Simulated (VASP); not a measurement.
# RbNiO2 (Fd-3m) in VASP: reference runs

Reference runs on RbNiO2: the cell as given.

Everything below comes from runs of VASP 6.6.1. Logs are shortened: lines on timing, memory, paths and dates and some standing lists are left out, and cuts for length are marked.

## Step 1: The crystal as given

Symmetry: Fd-3m, No. 227, cubic system. The conventional cell has a = 8.456 Å, b = 8.456 Å, c = 8.456 Å, α = 90.00°, β = 90.00°, γ = 90.00°. Around Rb (site symmetry -43m) lie 12 O at 3.51 Å and 4 Rb at 3.66 Å and 4 Ni at 3.66 Å. Around Ni (site symmetry -43m) lie 4 O at 1.83 Å. O (site symmetry -3m) has 2 Ni at 1.83 Å as nearest neighbours.

The cell comes from a database or a generator and needn't be the stable form of this composition.

## Step 2: Single point, PBE, collinear spin, ferromagnetic start

Input file INCAR:

```
SYSTEM = RbNiO2
ALGO = Normal
EDIFF = 1E-7
ENCUT = 520
GGA = PE
ISIF = 2
ISMEAR = -1
ISPIN = 2
LASPH = .TRUE.
LCHARG = .FALSE.
LMAXMIX = 4
LORBIT = 11
LREAL = .FALSE.
LWAVE = .FALSE.
MAGMOM = 0 0 1 1 0 0 0 0
NBANDS = 45
NELM = 150
PREC = Accurate
SIGMA = 0.05
```

Input file KPOINTS:

```
k-points
0
G
  6 6 6
  0 0 0
```

Input file POSCAR:

```
RbNiO2
1.0
    0.0000000000      4.2279960000      4.2279960000
    4.2279960000      0.0000000000      4.2279960000
    4.2279960000      4.2279960000      0.0000000000
Rb Ni O
2 2 4
Direct
    0.7500000000      0.7500000000      0.7500000000
    0.5000000000      0.5000000000      0.5000000000
    0.2500000000      0.2500000000      0.2500000000
    0.0000000000      0.0000000000      0.0000000000
    0.1250000000      0.6250000000      0.1250000000
    0.1250000000      0.1250000000      0.6250000000
    0.6250000000      0.1250000000      0.1250000000
    0.1250000000      0.1250000000      0.1250000000
```

Potentials or basis: VASP PAW PBE potentials, release 64 (Rb_sv, Ni, O).

Launch:

```
$ cat potpaw_PBE.64/Rb_sv/POTCAR potpaw_PBE.64/Ni/POTCAR potpaw_PBE.64/O/POTCAR > POTCAR
$ mpirun -np 1 vasp_std > vasp.out
```

OUTCAR:

```text
SYSTEM = RbNiO2
   EDIFF = 1E-7
   ENCUT = 520
   GGA = PE
   ISIF = 2
   ISMEAR = -1
   ISPIN = 2
   LASPH = .TRUE.
   LORBIT = 11
   LREAL = .FALSE.
   NELM = 150
   PREC = Accurate

 ion  position               nearest neighbor table
   1  0.750  0.750  0.750-   5 3.51   6 3.51   7 3.51   8 3.51   8 3.51   8 3.51   6 3.51   7 3.51
                             7 3.51   5 3.51   6 3.51   5 3.51   2 3.66   2 3.66   4 3.66   2 3.66
   2  0.500  0.500  0.500-   8 3.51   8 3.51   8 3.51   5 3.51   6 3.51   7 3.51   5 3.51   7 3.51
                             5 3.51   6 3.51   7 3.51   6 3.51   3 3.66   3 3.66   3 3.66   1 3.66
   3  0.250  0.250  0.250-   5 1.83   6 1.83   7 1.83   8 1.83   2 3.66   2 3.66   2 3.66   2 3.66
                             1 4.23   1 4.23   1 4.23   1 4.23   1 4.23   1 4.23
   4  0.000  0.000  0.000-   5 1.83   6 1.83   7 1.83   8 1.83   1 3.66   1 3.66   1 3.66   1 3.66
                             2 4.23   2 4.23   2 4.23   2 4.23   2 4.23   2 4.23
   5  0.125  0.625  0.125-   3 1.83   4 1.83   1 3.51   2 3.51   1 3.51   1 3.51   2 3.51   2 3.51

   6  0.125  0.125  0.625-   3 1.83   4 1.83   1 3.51   2 3.51   1 3.51   1 3.51   2 3.51   2 3.51

   7  0.625  0.125  0.125-   3 1.83   4 1.83   1 3.51   2 3.51   1 3.51   1 3.51   2 3.51   2 3.51

   8  0.125  0.125  0.125-   3 1.83   4 1.83   1 3.51   1 3.51   1 3.51   2 3.51   2 3.51   2 3.51

  LATTYP: Found a face centered cubic cell.
 ALAT       =     8.4559920000

  Lattice vectors:

 A1 = (   0.0000000000,   4.2279960000,   4.2279960000)
 A2 = (   4.2279960000,   0.0000000000,   4.2279960000)
 A3 = (   4.2279960000,   4.2279960000,   0.0000000000)

Analysis of symmetry for initial positions (statically):
=====================================================================
 Subroutine PRICEL returns:
 Original cell was already a primitive cell.

 Routine SETGRP: Setting up the symmetry group for a
 face centered cubic supercell.

 Subroutine GETGRP returns: Found 48 space group operations
 (whereof 24 operations were pure point group operations)
 out of a pool of 48 trial point group operations.

The static configuration has the point symmetry T_d .
 The point group associated with its full space group is O_h .

Analysis of symmetry for dynamics (positions and initial velocities):
=====================================================================
 Subroutine PRICEL returns:
 Original cell was already a primitive cell.

 Routine SETGRP: Setting up the symmetry group for a
 face centered cubic supercell.

 Subroutine GETGRP returns: Found 48 space group operations
 (whereof 24 operations were pure point group operations)
 out of a pool of 48 trial point group operations.

The dynamic configuration has the point symmetry T_d .
 The point group associated with its full space group is O_h .

Analysis of structural, dynamic, and magnetic symmetry:
=====================================================================
 Subroutine PRICEL returns:
 Original cell was already a primitive cell.

 Routine SETGRP: Setting up the symmetry group for a
 face centered cubic supercell.

 Subroutine GETGRP returns: Found 48 space group operations
 (whereof 24 operations were pure point group operations)
 out of a pool of 48 trial point group operations.

The overall configuration has the point symmetry T_d .
 The point group associated with its full space group is O_h .

 Subroutine INISYM returns: Found 48 space group operations
 (whereof 24 operations are pure point group operations),
 and found     1 'primitive' translations

----------------------------------------------------------------------------------------

                                     Primitive cell

  volume of cell :     151.1589

  direct lattice vectors                    reciprocal lattice vectors
     0.000000000  4.227996000  4.227996000    -0.118259336  0.118259336  0.118259336
     4.227996000  0.000000000  4.227996000     0.118259336 -0.118259336  0.118259336
     4.227996000  4.227996000  0.000000000     0.118259336  0.118259336 -0.118259336

  length of vectors
     5.979289285  5.979289285  5.979289285     0.204831179  0.204831179  0.204831179

  position of ions in fractional coordinates (direct lattice)
     0.750000000  0.750000000  0.750000000
     0.500000000  0.500000000  0.500000000
     0.250000000  0.250000000  0.250000000
     0.000000000  0.000000000  0.000000000
[... 68 lines left out ...]
 SYSTEM =  RbNiO2
   PREC   = accura    normal or accurate (medium, high low for compatibility)
   ISTART =      0    job   : 0-new  1-cont  2-samecut
   ICHARG =      2    charge: 1-file 2-atom 10-const
   ISPIN  =      2    spin polarized calculation?
   LNONCOLLINEAR =      F non collinear calculations
   LSORBIT =      F    spin-orbit coupling
   LASPH  =      T    aspherical Exc in radial PAW
   ENCUT  =  520.0 eV  38.22 Ry    6.18 a.u.  11.12 11.12 11.12*2*pi/ulx,y,z
   NELM   =    150;   NELMIN=  2; NELMDL= -5     # of ELM steps
   EDIFF  = 0.1E-06   stopping-criterion for ELM
   LREAL  =      F    real-space projection
   EDIFFG = 0.1E-05   stopping-criterion for IOM
   NSW    =      0    number of steps for IOM
   IBRION =     -1    ionic relax: 0-MD 1-quasi-New 2-CG
   NFREE  =      0    steps in history (QN), initial steepest desc. (CG)
   ISIF   =      2    stress and relaxation
   ISYM   =      2    0-nonsym 1-usesym 2-fastsym
   POTIM  = 0.5000    time-step for ionic-motion
   TEBEG  =    0.0;   TEEND  =   0.0 temperature during run
   PSTRESS=    0.0 pullay stress
   NELECT =      62.0000    total number of electrons
   NUPDOWN=      -1.0000    fix difference up-down
   EMIN   =  10.00;   EMAX   =-10.00  energy-range for DOS
   EFERMI =   0.00;   METHOD = LEGACY
   ISMEAR =    -1;   SIGMA  =   0.05  broadening in eV -4-tet -1-fermi 0-gaus
   EFERMI_NEDOS =   21; number of points for ismear=-14 and -15
   IALGO  =     38    algorithm
   IMIX   =      4    mixing-type and parameters
     AMIX     =   0.40;   BMIX     =  1.00
     AMIX_MAG =   1.60;   BMIX_MAG =  1.00
  volume/ion in A,a.u.               =      18.89       127.51
  Fermi-wavevector in a.u.,A,eV,Ry     =   1.216356  2.298580 20.130129  1.479523
  Thomas-Fermi vector in A             =   2.351713
   LORBIT       =     11    0 simple, 1 ext, 2 COOP (PROOUT), +10 PAW based schemes
   GGA     = PE    functional components
   LHFCALC =     F    Hartree Fock is set to
   AEXX    =    0.0000 exact exchange contribution
   IVDW    =     0    specifies the selected vdW correction
   LEPSILON=     F    determine dielectric tensor
   LRPA    =     F    only Hartree local field effects (RPA)
 spin polarized calculation
  energy-cutoff  :      520.00
  volume of cell :      151.16
 maximum number of plane-waves:      4092
 NGX is ok and might be reduce to    48
   NGX = 23   NGY = 23   NGZ = 23

 number of electron      62.0000037 magnetization       1.1942444

 Free energy of the ion-electron system (eV)
  ---------------------------------------------------
  ext. energy  EPLUGINS =         0.00000000
  ---------------------------------------------------
  free energy    TOTEN  =       -40.06046496 eV

  energy without entropy =      -40.00298672  energy(sigma->0) =      -40.03172584

 E-fermi :   2.0030     XC(G=0):  -8.7842

 val. band max:        1.9846815417   @ k =   0.3333   0.0000   0.0000
 cond. band min:       2.0106760248   @ k =  -0.1667   0.1667   0.0000
 fundamental gap:      0.0259944831
 Fermi energy:         2.0030063970

 spin component 1

 k-point     1 :       0.0000    0.0000    0.0000
  band No.  band energies     occupation
      1     -25.6354      1.00000
      2     -25.4984      1.00000
      3     -16.2066      1.00000
      4     -15.5710      1.00000
      5     -15.5710      1.00000
      6     -15.5710      1.00000
[... 725 lines left out ...]
     42       8.3478      0.00000
     43       9.6246      0.00000
 Fermi energy:         2.0030063970

 spin component 2

 k-point     1 :       0.0000    0.0000    0.0000
  band No.  band energies     occupation
      1     -25.6347      1.00000
      2     -25.4977      1.00000
      3     -16.0807      1.00000
      4     -15.4357      1.00000
      5     -15.4357      1.00000
      6     -15.4357      1.00000
[... 725 lines left out ...]
     42       8.3756      0.00000
     43       9.6672      0.00000
 [bands above 43 left out]

------------------------ aborting loop because EDIFF is reached ----------------------------------------

  FORCE on cell =-STRESS in cart. coord.  units (eV):
  Direction    XX          YY          ZZ          XY          YZ          ZX
  --------------------------------------------------------------------------------------
  -------------------------------------------------------------------------------------
  Total       -2.8240680     -2.8240680     -2.8240680      0.0000000     -0.0000000      0.0000000
  in kB      -29.9331235    -29.9331235    -29.9331235      0.0000000     -0.0000000      0.0000000
  external PRESSURE =     -29.9331235 kB  Pullay stress =       0.0000000 kB

 VOLUME and BASIS-vectors are now :
 -----------------------------------------------------------------------------
  energy-cutoff  :      520.00
  volume of cell :      151.16
      direct lattice vectors                 reciprocal lattice vectors
     0.000000000  4.227996000  4.227996000    -0.118259336  0.118259336  0.118259336
     4.227996000  0.000000000  4.227996000     0.118259336 -0.118259336  0.118259336
     4.227996000  4.227996000  0.000000000     0.118259336  0.118259336 -0.118259336

 POSITION                                       TOTAL-FORCE (eV/Angst)
 -----------------------------------------------------------------------------------
      6.34199      6.34199      6.34199         0.000000      0.000000      0.000000
      4.22800      4.22800      4.22800         0.000000      0.000000      0.000000
      2.11400      2.11400      2.11400        -0.000000      0.000000     -0.000000
      0.00000      0.00000      0.00000        -0.000000     -0.000000      0.000000
      3.17100      1.05700      3.17100         0.000000      0.000000      0.000000
      3.17100      3.17100      1.05700         0.000000      0.000000      0.000000
      1.05700      3.17100      3.17100         0.000000      0.000000      0.000000
      1.05700      1.05700      1.05700         0.000000      0.000000      0.000000
 -----------------------------------------------------------------------------------
    total drift:                                0.000000      0.000000      0.000000

  FREE ENERGIE OF THE ION-ELECTRON SYSTEM (eV)
  ---------------------------------------------------
  free  energy   TOTEN  =       -40.0604649567 eV

  energy  without entropy=      -40.0029867174  energy(sigma->0) =      -40.03172584

 total charge

# of ion       s       p       d       tot
------------------------------------------
    1        1.935   5.349   0.016   7.301
    2        1.935   5.349   0.016   7.301
    3        0.454   0.617   8.261   9.332
    4        0.454   0.617   8.261   9.332
    5        1.569   3.353   0.000   4.922
    6        1.569   3.353   0.000   4.922
    7        1.569   3.353   0.000   4.922
    8        1.569   3.353   0.000   4.922
--------------------------------------------------
tot         11.055  25.344  16.554  52.953

 magnetization (x)

# of ion       s       p       d       tot
------------------------------------------
    1        0.000   0.001   0.000   0.001
    2        0.000   0.001   0.000   0.001
    3        0.010  -0.000   0.403   0.412
    4        0.010  -0.000   0.403   0.412
    5        0.004   0.069   0.000   0.073
    6        0.004   0.069   0.000   0.073
    7        0.004   0.069   0.000   0.073
    8        0.004   0.069   0.000   0.073
--------------------------------------------------
tot          0.036   0.275   0.806   1.117
```

It took 4.9 min on 1 thread of Intel Xeon Platinum 8488C (Sapphire Rapids), shared host; peak memory 0.48 GiB.

Results:

```yaml
Free_energy: -40.0605 eV
Pressure: -3.0 GPa
Band_gap_on_the_k_mesh: none (metal or under the smearing width)
Net_moment: 1.19 μB per cell
Site_moments: Rb +0.00; Ni +0.41; O +0.07 μB
Valence_electrons_inside_the_program's_atomic_spheres: Rb 7.30; Ni 9.33; O 4.92
```

Caveat: semilocal functionals often make such compounds metallic where correlation or magnetic order opens a gap, which also shifts bond lengths. With open d or f shells a metallic result of PBE can be an artefact of self-interaction; +U or a hybrid may open a gap.
